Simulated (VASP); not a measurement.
Level of theory: PBE GGA, VASP's PBE PAW potentials (set 64) (plane waves; VASP).

A VASP calculation is set up with these files.

**INCAR**
```
SYSTEM=Gd
PREC=Accurate; ENCUT=400; LREAL=.FALSE.
LASPH=.TRUE.
EDIFF=1E-6; NELM=100; ALGO=Normal
LMAXMIX=6
ISMEAR=1; SIGMA=0.1
GGA=PE
IBRION=2; NSW=60; ISIF=3
EDIFFG=-0.01
LWAVE=.FALSE.; LCHARG=.FALSE.
```

### POSCAR
```
Gd
1
    1.8150000000    -3.1436720000     0.0000000000
    1.8150000000     3.1436720000     0.0000000000
    0.0000000000     0.0000000000     5.7800000000
Gd
2
Direct
  0.3333330000   0.6666670000   0.2500000000
  0.6666670000   0.3333330000   0.7500000000
```

File KPOINTS:
```
Automatic mesh
0
Gamma
10 10 6
0 0 0
```

POTCAR, in this order: Gd_3 (PBE.64 set). Program: vasp_std.

What VASP printed:

File OUTCAR:
```
 ion  position               nearest neighbor table
   1  0.333  0.667  0.250-   2 3.57   2 3.57   2 3.57   2 3.57   2 3.57   2 3.57
   2  0.667  0.333  0.750-   1 3.57   1 3.57   1 3.57   1 3.57   1 3.57   1 3.57
  LATTYP: Found a hexagonal cell.
 ALAT       =     3.6299998132
 C/A-ratio  =     1.5922865833
 Subroutine PRICEL returns:
 Original cell was already a primitive cell.
 Subroutine GETGRP returns: Found 24 space group operations
The static configuration has the point symmetry D_3d.
 The point group associated with its full space group is D_6h.
The dynamic configuration has the point symmetry D_3d.
 Subroutine INISYM returns: Found 24 space group operations
 Subroutine IBZKPT returns following result:
 Found     56 irreducible k-points:

 Following reciprocal coordinates:
            Coordinates               Weight
  0.000000  0.000000  0.000000      1.000000
  0.100000  0.000000  0.000000      6.000000
  0.200000  0.000000  0.000000      6.000000
  0.300000  0.000000  0.000000      6.000000
  0.400000  0.000000  0.000000      6.000000
  0.500000  0.000000  0.000000      3.000000
  0.100000  0.100000  0.000000      6.000000
  0.200000  0.100000  0.000000     12.000000
  0.300000  0.100000  0.000000     12.000000
  0.400000  0.100000  0.000000     12.000000
  0.200000  0.200000  0.000000      6.000000
  0.300000  0.200000  0.000000     12.000000
  0.400000  0.200000  0.000000      6.000000
  0.300000  0.300000  0.000000      6.000000
  0.000000  0.000000  0.166667      2.000000
  0.100000  0.000000  0.166667     12.000000
  0.200000  0.000000  0.166667     12.000000
  0.300000  0.000000  0.166667     12.000000
  0.400000  0.000000  0.166667     12.000000
  0.500000  0.000000  0.166667      6.000000
  0.100000  0.100000  0.166667     12.000000
  0.200000  0.100000  0.166667     24.000000
...
```

**OSZICAR**
```
       N       E                     dE             d eps       ncg     rms          rms(c)
DAV:   1     0.333814288288E+02    0.33381E+02   -0.77460E+03  1456   0.100E+03
DAV:   2    -0.762801736381E+01   -0.41009E+02   -0.40050E+02  1646   0.205E+02
DAV:   3    -0.912366144675E+01   -0.14956E+01   -0.13681E+01  1952   0.247E+01
DAV:   4    -0.915223189548E+01   -0.28570E-01   -0.28507E-01  1803   0.358E+00
DAV:   5    -0.915299597464E+01   -0.76408E-03   -0.76376E-03  2148   0.437E-01    0.227E+01
DAV:   6    -0.915367952153E+01   -0.68355E-03   -0.21512E-02  1586   0.117E+00    0.136E+01
DAV:   7    -0.916195847287E+01   -0.82790E-02   -0.38976E-02  1586   0.158E+00    0.210E-01
DAV:   8    -0.916162120098E+01    0.33727E-03   -0.22009E-03  1706   0.350E-01    0.573E-02
DAV:   9    -0.916162990471E+01   -0.87037E-05   -0.21069E-04  1895   0.106E-01    0.347E-02
DAV:  10    -0.916162465921E+01    0.52455E-05   -0.31312E-05  1698   0.394E-02    0.438E-02
DAV:  11    -0.916162619566E+01   -0.15365E-05   -0.51146E-06  1651   0.160E-02    0.163E-03
DAV:  12    -0.916162637697E+01   -0.18131E-06   -0.28201E-07   893   0.419E-03
   1 F= -.91616264E+01 E0= -.91622308E+01  d E =-.916163E+01
       N       E                     dE             d eps       ncg     rms          rms(c)
DAV:   1    -0.916780557877E+01   -0.61794E-02   -0.22429E-01  1456   0.343E+00    0.314E-01
DAV:   2    -0.916478923726E+01    0.30163E-02   -0.36109E-03  1681   0.490E-01    0.176E-01
DAV:   3    -0.916347352155E+01    0.13157E-02   -0.18155E-03  1879   0.323E-01    0.890E-02
DAV:   4    -0.916348097526E+01   -0.74537E-05   -0.25651E-04  1876   0.111E-01    0.504E-02
DAV:   5    -0.916348385951E+01   -0.28842E-05   -0.79483E-06  2058   0.197E-02    0.116E-02
DAV:   6    -0.916348329228E+01    0.56723E-06   -0.39080E-07   818   0.520E-03
   2 F= -.91634833E+01 E0= -.91643047E+01  d E =-.185692E-02
       N       E                     dE             d eps       ncg     rms          rms(c)
DAV:   1    -0.916646729467E+01   -0.29834E-02   -0.13226E-01  1456   0.264E+00    0.238E-01
DAV:   2    -0.916473257584E+01    0.17347E-02   -0.21119E-03  1691   0.375E-01    0.136E-01
DAV:   3    -0.916397115319E+01    0.76142E-03   -0.10449E-03  1874   0.246E-01    0.701E-02
DAV:   4    -0.916397538963E+01   -0.42364E-05   -0.14778E-04  1871   0.843E-02    0.395E-02
DAV:   5    -0.916397741947E+01   -0.20298E-05   -0.45994E-06  1895   0.151E-02    0.941E-03
DAV:   6    -0.916397700442E+01    0.41505E-06   -0.25731E-07   778   0.414E-03
   3 F= -.91639770E+01 E0= -.91647743E+01  d E =-.235063E-02
       N       E                     dE             d eps       ncg     rms          rms(c)
DAV:   1    -0.916402475293E+01   -0.47333E-04   -0.21631E-03  1456   0.337E-01    0.302E-02
DAV:   2    -0.916399622992E+01    0.28523E-04   -0.34503E-05  1706   0.476E-02    0.176E-02
DAV:   3    -0.916398410029E+01    0.12130E-04   -0.16980E-05  1861   0.311E-02    0.909E-03
DAV:   4    -0.916398427836E+01   -0.17808E-06   -0.22768E-06  1097   0.107E-02
   4 F= -.91639843E+01 E0= -.91647692E+01  d E =-.235790E-02
       N       E                     dE             d eps       ncg     rms          rms(c)
DAV:   1    -0.916398997648E+01   -0.58762E-05   -0.31292E-04  1456   0.128E-01    0.118E-02
DAV:   2    -0.916398565942E+01    0.43171E-05   -0.49895E-06  1691   0.180E-02    0.649E-03
DAV:   3    -0.916398394470E+01    0.17147E-05   -0.24299E-06  1471   0.118E-02    0.335E-03
DAV:   4    -0.916398400180E+01   -0.57099E-07   -0.37903E-07   733   0.463E-03
   5 F= -.91639840E+01 E0= -.91647636E+01  d E =-.235762E-02
       N       E                     dE             d eps       ncg     rms          rms(c)
DAV:   1    -0.916476506230E+01   -0.78112E-03   -0.15961E-02  1456   0.986E-01    0.144E-01
DAV:   2    -0.916424218088E+01    0.52288E-03   -0.10047E-03  1476   0.251E-01    0.678E-02
DAV:   3    -0.916403226248E+01    0.20992E-03   -0.51748E-04  1521   0.169E-01    0.246E-02
DAV:   4    -0.916402850432E+01    0.37582E-05   -0.33837E-05  1781   0.462E-02    0.185E-02
DAV:   5    -0.916402609934E+01    0.24050E-05   -0.40208E-06  1460   0.117E-02    0.301E-03
DAV:   6    -0.916402596908E+01    0.13026E-06   -0.30775E-07   728   0.365E-03
   6 F= -.91640260E+01 E0= -.91647760E+01  d E =-.419673E-04
```

### OUTCAR
```
------------------------ aborting loop because EDIFF is reached ----------------------------------------
  FORCE on cell =-STRESS in cart. coord.  units (eV):
  Direction    XX          YY          ZZ          XY          YZ          ZX
  --------------------------------------------------------------------------------------
  Total       -0.0134802     -0.0134802     -0.0086987      0.0000000     -0.0000000     -0.0000000
  in kB       -0.3269748     -0.3269747     -0.2109964      0.0000000     -0.0000000     -0.0000000
  external PRESSURE =      -0.2883153 kB  Pullay stress =       0.0000000 kB
  volume of cell :       66.05
      direct lattice vectors                 reciprocal lattice vectors
     1.827384555 -3.165122674 -0.000000000     0.273615096 -0.157971760 -0.000000000
     1.827384555  3.165122674  0.000000000     0.273615096  0.157971760 -0.000000000
     0.000000000 -0.000000000  5.710068571     0.000000000 -0.000000000  0.175129245
 POSITION                                       TOTAL-FORCE (eV/Angst)
 -----------------------------------------------------------------------------------
      1.82738      1.05504      1.42752         0.000000      0.000000      0.000000
      1.82738     -1.05504      4.28255        -0.000000     -0.000000      0.000000
 -----------------------------------------------------------------------------------
    total drift:                                0.000000      0.000116     -0.000010
  FREE ENERGIE OF THE ION-ELECTRON SYSTEM (eV)
  ---------------------------------------------------
  free  energy   TOTEN  =        -9.1640259691 eV

  energy  without entropy=       -9.1662760968  energy(sigma->0) =       -9.16477601

 reached required accuracy - stopping structural energy minimisation
```
(Selected blocks of OUTCAR.)

File CONTCAR:
```
Gd
   1.00000000000000
     1.8273845551868140   -3.1651226743879364   -0.0000000000000000
     1.8273845551868140    3.1651226743879364    0.0000000000000000
     0.0000000000000000   -0.0000000000000000    5.7100685706379117
  Gd
     2
Direct
     0.3333330000000032    0.6666669999999968    0.2500000000000000
     0.6666669999999968    0.3333330000000032    0.7500000000000000
```

The 4f electrons are frozen in the core of the lanthanide potential, so 4f levels, which can set the real gap, and their magnetism are missing.

The compound is Gd in the hcp structure. This run relaxes it. Symmetry was kept, so distortions that lower it aren't found.
